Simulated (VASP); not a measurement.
# BaB (Pm-3m) in VASP: notebook

The runs below take BaB through single point, relaxation of cell and atoms, with PBE.

Program: VASP 6.6.1. These are calculated values, not measurements. Logs are shortened: lines on timing, memory, paths and dates and some standing lists are left out, and cuts for length are marked.

## 1. Starting point

The structure is cubic, space group Pm-3m (No. 221). Conventional cell: a = 3.686 Å, b = 3.686 Å, c = 3.686 Å, α = 90.00°, β = 90.00°, γ = 90.00°. Ba (site symmetry m-3m) is surrounded by 8 B at 3.19 Å. B (site symmetry m-3m) has 8 Ba at 3.19 Å as nearest neighbours.

The cell was built by a generator and needn't be a form met in nature.

## 2. Single point, PBE

File INCAR:

```
SYSTEM = BaB
  PREC = Accurate
  ENCUT = 520
  EDIFF = 1E-7
  ISMEAR = 0
  SIGMA = 0.1
  LREAL = .FALSE.
  LASPH = .TRUE.
  NELM = 60
  ALGO = Normal
  ISIF = 2
  LWAVE = .FALSE.
  LCHARG = .FALSE.
  GGA = PE
  NBANDS = 14
```

File KPOINTS:

```
regular mesh
0
G
  16 16 16
  0 0 0
```

File POSCAR:

```
BaB
1.0
    3.6857254087      0.0000000000      0.0000000000
    0.0000000000      3.6857254087      0.0000000000
    0.0000000000      0.0000000000      3.6857254087
Ba B
1 1
Direct
    0.0000000000      0.0000000000      0.0000000000
    0.5000000000      0.5000000000      0.5000000000
```

Potentials or basis: VASP PAW PBE potentials, release 64 (Ba_sv, B).

Launch:

```sh
$ cat potpaw_PBE.64/Ba_sv/POTCAR potpaw_PBE.64/B/POTCAR > POTCAR
$ mpirun -np 1 vasp_std > vasp.out
```

OUTCAR:

```text
SYSTEM = BaB
   PREC = Accurate
   ENCUT = 520
   EDIFF = 1E-7
   ISMEAR = 0
   LREAL = .FALSE.
   LASPH = .TRUE.
   NELM = 60
   ISIF = 2
   GGA = PE

 ion  position               nearest neighbor table
   1  0.000  0.000  0.000-   2 3.19   2 3.19   2 3.19   2 3.19   2 3.19   2 3.19   2 3.19   2 3.19

   2  0.500  0.500  0.500-   1 3.19   1 3.19   1 3.19   1 3.19   1 3.19   1 3.19   1 3.19   1 3.19

  LATTYP: Found a simple cubic cell.
 ALAT       =     3.6857254087

  Lattice vectors:

 A1 = (   3.6857254087,   0.0000000000,   0.0000000000)
 A2 = (   0.0000000000,   3.6857254087,   0.0000000000)
 A3 = (   0.0000000000,   0.0000000000,   3.6857254087)

Analysis of symmetry for initial positions (statically):
=====================================================================
 Subroutine PRICEL returns:
 Original cell was already a primitive cell.

 Routine SETGRP: Setting up the symmetry group for a
 simple cubic supercell.

 Subroutine GETGRP returns: Found 48 space group operations
 (whereof 48 operations were pure point group operations)
 out of a pool of 48 trial point group operations.

The static configuration has the point symmetry O_h .

Analysis of symmetry for dynamics (positions and initial velocities):
=====================================================================
 Subroutine PRICEL returns:
 Original cell was already a primitive cell.

 Routine SETGRP: Setting up the symmetry group for a
 simple cubic supercell.

 Subroutine GETGRP returns: Found 48 space group operations
 (whereof 48 operations were pure point group operations)
 out of a pool of 48 trial point group operations.

The dynamic configuration has the point symmetry O_h .

 Subroutine INISYM returns: Found 48 space group operations
 (whereof 48 operations are pure point group operations),
 and found     1 'primitive' translations

----------------------------------------------------------------------------------------

                                     Primitive cell

  volume of cell :      50.0690

  direct lattice vectors                    reciprocal lattice vectors
     3.685725409  0.000000000  0.000000000     0.271317011  0.000000000  0.000000000
     0.000000000  3.685725409  0.000000000     0.000000000  0.271317011  0.000000000
     0.000000000  0.000000000  3.685725409     0.000000000  0.000000000  0.271317011

[... 92 lines left out ...]
   TEBEG  =    0.0;   TEEND  =   0.0 temperature during run
   PSTRESS=    0.0 pullay stress
   NELECT =      13.0000    total number of electrons
   NUPDOWN=      -1.0000    fix difference up-down
   EMIN   =  10.00;   EMAX   =-10.00  energy-range for DOS
   EFERMI =   0.00;   METHOD = LEGACY
   ISMEAR =     0;   SIGMA  =   0.10  broadening in eV -4-tet -1-fermi 0-gaus
   EFERMI_NEDOS =   21; number of points for ismear=-14 and -15
   IALGO  =     38    algorithm
   IMIX   =      4    mixing-type and parameters
     AMIX     =   0.40;   BMIX     =  1.00
     AMIX_MAG =   1.60;   BMIX_MAG =  1.00
  volume/ion in A,a.u.               =      25.03       168.94
  Fermi-wavevector in a.u.,A,eV,Ry     =   1.044399  1.973627 14.840807  1.090769
  Thomas-Fermi vector in A             =   2.179150
   LORBIT       =      0    0 simple, 1 ext, 2 COOP (PROOUT), +10 PAW based schemes
   GGA     = PE    functional components
   LHFCALC =     F    Hartree Fock is set to
   AEXX    =    0.0000 exact exchange contribution
   IVDW    =     0    specifies the selected vdW correction
   LEPSILON=     F    determine dielectric tensor
   LRPA    =     F    only Hartree local field effects (RPA)
 non-spin polarized calculation
 Gauss-broadening in eV      SIGMA  =   0.10
  energy-cutoff  :      520.00
  volume of cell :       50.07
 maximum number of plane-waves:      1376
 NGX is ok and might be reduce to    28
   NGX = 13   NGY = 13   NGZ = 13

 number of electron      13.0000000 magnetization

 Free energy of the ion-electron system (eV)
  ---------------------------------------------------
  ext. energy  EPLUGINS =         0.00000000
  ---------------------------------------------------
  free energy    TOTEN  =        -6.44916548 eV

  energy without entropy =       -6.43979087  energy(sigma->0) =       -6.44447817

 E-fermi :   2.9394     XC(G=0):  -9.4187

 val. band max:        2.9393641358   @ k =   0.1875   0.1250   0.0625
 cond. band min:       2.9447645707   @ k =   0.5000   0.4375   0.0000
 fundamental gap:      0.0054004349
 Fermi energy:         2.9393923059

 k-point     1 :       0.0000    0.0000    0.0000
  band No.  band energies     occupation
      1     -24.7748      2.00000
      2      -9.4228      2.00000
      3      -9.4228      2.00000
      4      -9.4228      2.00000
      5      -3.6726      2.00000
      6       3.6092      0.00000
      7       3.6092      0.00000
      8       4.8711      0.00000
      9       4.8711      0.00000
     10       4.8711      0.00000
     11       9.4035      0.00000
     12       9.6738      0.00000
     13       9.6738      0.00000
     14       9.6738      0.00000
[... 377 lines left out ...]
      1     -24.6171      2.00000
      2     -10.8312      2.00000
      3      -9.4758      2.00000
      4      -9.2424      2.00000
      5      -1.8282      2.00000
      6       1.0123      2.00000
      7       3.4217      0.00000
      8       3.7281      0.00000
      9       4.8636      0.00000
     10       9.4291      0.00000
     11       9.4700      0.00000
     12       9.6616      0.00000
     13       9.9976      0.00000
     14      10.8068      0.00000

 [... further k-points ...]

------------------------ aborting loop because EDIFF is reached ----------------------------------------

  FORCE on cell =-STRESS in cart. coord.  units (eV):
  Direction    XX          YY          ZZ          XY          YZ          ZX
  --------------------------------------------------------------------------------------
  -------------------------------------------------------------------------------------
  Total        0.2999503      0.2999503      0.2999503     -0.0000000      0.0000000     -0.0000000
  in kB        9.5982249      9.5982249      9.5982249     -0.0000000      0.0000000     -0.0000000
  external PRESSURE =       9.5982249 kB  Pullay stress =       0.0000000 kB

 VOLUME and BASIS-vectors are now :
 -----------------------------------------------------------------------------
  energy-cutoff  :      520.00
  volume of cell :       50.07
      direct lattice vectors                 reciprocal lattice vectors
     3.685725409  0.000000000  0.000000000     0.271317011  0.000000000  0.000000000
     0.000000000  3.685725409  0.000000000     0.000000000  0.271317011  0.000000000
     0.000000000  0.000000000  3.685725409     0.000000000  0.000000000  0.271317011

 POSITION                                       TOTAL-FORCE (eV/Angst)
 -----------------------------------------------------------------------------------
      0.00000      0.00000      0.00000         0.000000      0.000000      0.000000
      1.84286      1.84286      1.84286         0.000000      0.000000      0.000000
 -----------------------------------------------------------------------------------
    total drift:                               -0.000000      0.000000      0.000000

  FREE ENERGIE OF THE ION-ELECTRON SYSTEM (eV)
  ---------------------------------------------------
  free  energy   TOTEN  =        -6.4491654773 eV

  energy  without entropy=       -6.4397908671  energy(sigma->0) =       -6.44447817
```

It took 81 s on 1 thread of Intel Xeon Platinum 8259CL at 2.50GHz (Skylake/Cascade Lake), shared host; peak memory 0.24 GiB.

Results:

```
Free energy            : -6.4492 eV
Pressure               : 1.0 GPa
Band gap on the k mesh : none (metal or under the smearing width)
```

Levels at points of the mesh, in eV from the Fermi level:
| k point | band 4 | band 5 | band 6 | band 7 | band 8 | band 9 |
| --- | --- | --- | --- | --- | --- | --- |
| (0.00, 0.00, 0.00) | -12.36 | -6.61 | 0.67 | 0.67 | 1.93 | 1.93 |
| (0.50, 0.00, 0.00) | -12.20 | -4.63 | -2.23 | 0.65 | 0.65 | 1.64 |
| (0.50, 0.50, 0.00) | -12.07 | -5.66 | 0.17 | 0.17 | 1.75 | 2.11 |
| (0.50, 0.50, 0.50) | -13.23 | -4.22 | -2.23 | -2.23 | -2.23 | 8.26 |

## 3. Relaxation of cell and atoms, PBE

This run uses another cell than the first one, of 24.65 Å³/atom, 0.985 times its volume.

File INCAR:

```
PREC = Accurate
ENCUT = 600
EDIFF = 1E-6
ISMEAR = 0
SIGMA = 0.1
LREAL = False
LASPH = True
NELM = 60
ALGO = Fast
ISIF = 3
LWAVE = False
LCHARG = False
GGA = PE
IBRION = 2
NSW = 100
EDIFFG = -0.01
```

File KPOINTS:

```
Automatic mesh
0
Gamma
  16 16 16
```

File POSCAR:

```
BaB
1.0
    3.6668405220      0.0000000000      0.0000000000
    0.0000000000      3.6668405220      0.0000000000
    0.0000000000      0.0000000000      3.6668405220
Ba B
1 1
Direct
    0.0000000000      0.0000000000      0.0000000000
    0.5000000000      0.5000000000      0.5000000000
```

Potentials or basis: VASP PAW PBE potentials, release 64 (Ba_sv, B).

Launch:

```sh
$ cat potpaw_PBE.64/Ba_sv/POTCAR potpaw_PBE.64/B/POTCAR > POTCAR
$ mpirun -np 1 vasp_std > vasp.out
```

It took 3.4 min on 1 thread of Intel Xeon Platinum 8259CL at 2.50GHz (Skylake/Cascade Lake), shared host; peak memory 0.27 GiB.

Results (log left out):

* Free energy: -6.4532 eV
* Relaxed volume: 25.64 Å³/atom
* Relaxed cell: a = 3.715 Å, b = 3.715 Å, c = 3.715 Å, α = 90.00°, β = 90.00°, γ = 90.00°
* Space group after relaxing (to 0.05 Å): Pm-3m (No. 221)
* Energy gained by relaxing: 4.9 meV/atom
* Ionic steps: 3
* Pressure after relaxing: 0.0 GPa
* Band gap on the k mesh: none (metal or under the smearing width)

The path:
```
step  energy change (eV)  largest force (eV/Å)  pressure (GPa)  volume (Å³)
   1              0.0000                0.0000            1.56        49.30
   2             -0.0096                0.0000            0.21        51.03
   3             -0.0098                0.0000            0.04        51.29
```

Final structure:
```
Ba B
1.0
     3.71541    0.00000    0.00000
     0.00000    3.71541    0.00000
     0.00000    0.00000    3.71541
Ba B
1 1
Direct
  0.00000 0.00000 0.00000
  0.50000 0.50000 0.50000
```

Levels at points of the mesh, in eV from the Fermi level:
```
           k point  band 4  band 5  band 6  band 7  band 8  band 9
(0.00, 0.00, 0.00)  -12.42   -6.57    0.70    0.70    1.89    1.89
(0.50, 0.00, 0.00)  -12.27   -4.66   -2.20    0.67    0.67    1.65
(0.50, 0.50, 0.00)  -12.14   -5.60    0.14    0.14    1.72    2.09
(0.50, 0.50, 0.50)  -13.23   -4.22   -2.14   -2.14   -2.14    8.08
```

## 4. Single point, PBE

This run uses another cell than the first one, of 19.48 Å³/atom, 0.778 times its volume.

File INCAR:

```
ALGO = Normal
EDIFF = 1E-6
ENCUT = 520
GGA = PE
ISIF = 2
ISMEAR = 0
LASPH = True
LCHARG = False
LREAL = False
LWAVE = False
NBANDS = 14
NELM = 100
PREC = Accurate
SIGMA = 0.1
```

File KPOINTS:

```
k-points
0
Gamma
  6 6 6
```

File POSCAR:

```
BaB
1.0
    3.4544108300      0.0000000000      0.0000000000
    0.0000000000      2.3660680300      2.3838589300
    0.0000000000     -2.3660680300      2.3838589300
Ba B
1 1
Direct
    0.0000000000      0.9103240500      0.9103240500
    0.5000000000      0.5896759500      0.5896759500
```

Potentials or basis: VASP PAW PBE potentials, release 64 (Ba_sv, B).

Launch:

```sh
$ cat potpaw_PBE.64/Ba_sv/POTCAR potpaw_PBE.64/B/POTCAR > POTCAR
$ mpirun -np 1 vasp_std > vasp.out
```

OUTCAR:

```text
EDIFF = 1E-6
   ENCUT = 520
   GGA = PE
   ISIF = 2
   ISMEAR = 0
   LASPH = True
   LREAL = False
   NELM = 100
   PREC = Accurate

 ion  position               nearest neighbor table
   1  0.000  0.910  0.910-   2 2.31   2 2.31   2 3.05   2 3.05   2 3.05   2 3.05
   2  0.500  0.590  0.590-   1 2.31   1 2.31   1 3.05   1 3.05   1 3.05   1 3.05

  LATTYP: Found a base centered orthorhombic cell.
 ALAT       =     4.7321360600
 B/A-ratio  =     1.0075191836
 C/A-ratio  =     0.7299897522

  Lattice vectors:

 A1 = (   0.0000000000,   2.3660680300,  -2.3838589300)
 A2 = (   0.0000000000,   2.3660680300,   2.3838589300)
 A3 = (   3.4544108300,   0.0000000000,   0.0000000000)

Analysis of symmetry for initial positions (statically):
=====================================================================
 Subroutine PRICEL returns:
 Original cell was already a primitive cell.

 Routine SETGRP: Setting up the symmetry group for a
 base centered orthorhombic supercell.

 Subroutine GETGRP returns: Found  4 space group operations
 (whereof  4 operations were pure point group operations)
 out of a pool of  8 trial point group operations.

The static configuration has the point symmetry C_2v.

Analysis of symmetry for dynamics (positions and initial velocities):
=====================================================================
 Subroutine PRICEL returns:
 Original cell was already a primitive cell.

 Routine SETGRP: Setting up the symmetry group for a
 base centered orthorhombic supercell.

 Subroutine GETGRP returns: Found  4 space group operations
 (whereof  4 operations were pure point group operations)
 out of a pool of  8 trial point group operations.

The dynamic configuration has the point symmetry C_2v.

 Subroutine INISYM returns: Found  4 space group operations
 (whereof  4 operations are pure point group operations),
 and found     1 'primitive' translations

----------------------------------------------------------------------------------------

[... 124 lines left out ...]
 Gauss-broadening in eV      SIGMA  =   0.10
  energy-cutoff  :      520.00
  volume of cell :       38.97
 maximum number of plane-waves:      1064
 NGX is ok and might be reduce to    28
   NGX = 13   NGY = 13   NGZ = 13

 number of electron      13.0000000 magnetization

 Free energy of the ion-electron system (eV)
  ---------------------------------------------------
  ext. energy  EPLUGINS =         0.00000000
  ---------------------------------------------------
  free energy    TOTEN  =        -4.21217306 eV

  energy without entropy =       -4.20551920  energy(sigma->0) =       -4.20884613

 E-fermi :   4.0520     XC(G=0): -10.3684

 val. band max:        4.0470439894   @ k =   0.0000   0.5000   0.0000
 cond. band min:       4.0578449447   @ k =   0.3333   0.0000   0.0000
 fundamental gap:      0.0108009553
 Fermi energy:         4.0519557067

 k-point     1 :       0.0000    0.0000    0.0000
  band No.  band energies     occupation
      1     -23.5277      2.00000
      2      -8.0638      2.00000
      3      -7.9913      2.00000
      4      -7.3362      2.00000
      5      -1.9317      2.00000
      6       2.8226      2.00000
      7       2.9102      2.00000
      8       6.0776      0.00000
      9       9.2216      0.00000
     10       9.9215      0.00000
     11      11.9879      0.00000
     12      12.6314      0.00000
     13      12.9164      0.00000
     14      13.4883      0.00000
[... 377 lines left out ...]
      1     -22.8691      2.00000
      2     -10.2055      2.00000
      3      -9.2718      2.00000
      4      -7.7496      2.00000
      5      -0.9891      2.00000
      6       3.0924      2.00000
      7       4.4870      0.00000
      8       6.1170      0.00000
      9       7.5772      0.00000
     10      10.0430      0.00000
     11      10.6594      0.00000
     12      12.7586      0.00000
     13      13.1893      0.00000
     14      17.0599      0.00000

 [... further k-points ...]

------------------------ aborting loop because EDIFF is reached ----------------------------------------

  FORCE on cell =-STRESS in cart. coord.  units (eV):
  Direction    XX          YY          ZZ          XY          YZ          ZX
  --------------------------------------------------------------------------------------
  -------------------------------------------------------------------------------------
  Total        8.2414794      3.1245677      8.0612452      0.0000000      0.0000000      0.0000000
  in kB      338.8472752    128.4661645    331.4369707      0.0000000      0.0000000      0.0000000
  external PRESSURE =     266.2501368 kB  Pullay stress =       0.0000000 kB

 VOLUME and BASIS-vectors are now :
 -----------------------------------------------------------------------------
  energy-cutoff  :      520.00
  volume of cell :       38.97
      direct lattice vectors                 reciprocal lattice vectors
     3.454410830  0.000000000  0.000000000     0.289484966  0.000000000  0.000000000
     0.000000000  2.366068030  2.383858930     0.000000000  0.211321058  0.209743955
     0.000000000 -2.366068030  2.383858930     0.000000000 -0.211321058  0.209743955

 POSITION                                       TOTAL-FORCE (eV/Angst)
 -----------------------------------------------------------------------------------
      0.00000      0.00000      4.34017         0.000000      0.000000      4.122046
      1.72721      0.00000      2.81141         0.000000      0.000000     -4.122046
 -----------------------------------------------------------------------------------
    total drift:                               -0.000000      0.000000     -0.000458

  FREE ENERGIE OF THE ION-ELECTRON SYSTEM (eV)
  ---------------------------------------------------
  free  energy   TOTEN  =        -4.2121730622 eV

  energy  without entropy=       -4.2055192027  energy(sigma->0) =       -4.20884613
```

stdout:

```text
POSCAR found type information on POSCAR BaB
 POSCAR found :  2 types and       2 ions
 scaLAPACK will be used
 LDA part: xc-table for (Slater+PW92), standard interpolation
 POSCAR, INCAR and KPOINTS ok, starting setup
 FFT: planning ... GRIDC
 FFT: planning ... GRID_SOFT
 FFT: planning ... GRID
 WAVECAR not read
 entering main loop
```

Run time: 19 s. Hardware: 1 thread of Intel Xeon Platinum 8259CL at 2.50GHz (Skylake/Cascade Lake), shared host; peak memory 0.17 GiB.

What came out:

| Item | Value |
| --- | --- |
| Free energy | -4.2122 eV |
| Pressure | 26.6 GPa |
| Largest force | 4.122 eV/Å |
| Band gap on the k mesh | none (metal or under the smearing width) |

Forces in eV/Å, atoms in the order of the input:
```
Ba   0.000  0.000  4.122
B    0.000  0.000 -4.122
```

Stress tensor (GPa, compression positive):
```
33.88  0.00  0.00
 0.00 12.85  0.00
 0.00  0.00 33.14
```

Caveat: so large a pressure means that the cell lies far from this level's equilibrium, or that cutoff or potentials fall short; forces of over 1 eV/Å show positions far from the minimum, so gaps and moduli don't describe the material at rest. Spin-orbit coupling is left out, which matters for the levels of Ba.

## 5. Overview

```csv
task,cell,k mesh,cutoff (eV),gap on the mesh (eV),pressure (GPa)
single point,"Pm-3m, 25.03 Å³/atom",16 × 16 × 16,520,none,1.0
relaxation of cell and atoms,relaxed,16 × 16 × 16,600,none,0.0
single point,"Amm2, 19.48 Å³/atom",6 × 6 × 6,520,none,26.6
```

Alike in all rows: level PBE; potentials or basis VASP PAW PBE potentials, release 64 (Ba_sv, B); no spin polarisation; smearing gaussian 0.1 eV.

Caveats: so large a pressure means that the cell lies far from this level's equilibrium, or that cutoff or potentials fall short (some runs); forces of over 1 eV/Å show positions far from the minimum, so gaps and moduli don't describe the material at rest (some runs).

Total energies depend on the potentials used, so only differences within one code and one set of settings carry meaning.
